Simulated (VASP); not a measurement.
OSZICAR of a VASP run on Si (diamond):

**OSZICAR**
```
       N       E                     dE             d eps       ncg     rms          rms(c)
DAV:   1     0.693546301276E+01    0.69355E+01   -0.32757E+03   464   0.771E+02
DAV:   2    -0.107883547932E+02   -0.17724E+02   -0.17296E+02   752   0.822E+01
DAV:   3    -0.110140784711E+02   -0.22572E+00   -0.22572E+00   576   0.117E+01
DAV:   4    -0.110149836928E+02   -0.90522E-03   -0.90522E-03   728   0.853E-01
DAV:   5    -0.110149872518E+02   -0.35590E-05   -0.35590E-05   584   0.393E-02    0.475E+00
DAV:   6    -0.108985939347E+02    0.11639E+00   -0.75896E-02   576   0.144E+00    0.290E+00
DAV:   7    -0.108447453033E+02    0.53849E-01   -0.14600E-01   584   0.213E+00    0.174E-01
DAV:   8    -0.108458592796E+02   -0.11140E-02   -0.38653E-03   520   0.469E-01    0.737E-02
DAV:   9    -0.108460613491E+02   -0.20207E-03   -0.20483E-04   656   0.112E-01    0.562E-02
DAV:  10    -0.108460871301E+02   -0.25781E-04   -0.30803E-05   544   0.416E-02    0.913E-03
DAV:  11    -0.108460868448E+02    0.28537E-06   -0.54147E-07   680   0.523E-03
   1 F= -.10846087E+02 E0= -.10846087E+02  d E =-.315087E-15
```

Question: Which electronic solver shows in the log?

Answer: It is blocked Davidson (ALGO = Normal, or the opening steps of other solvers). The INCAR had ALGO = Normal.

Question: Can the final energy be trusted as converged?

Answer: Self-consistency was reached. It stopped with EDIFF = 1E-6, NELM = 100 (PBE GGA, plane waves, VASP's PBE PAW potentials (set 64)).

The compound is Si in the diamond structure. It was relaxed first.
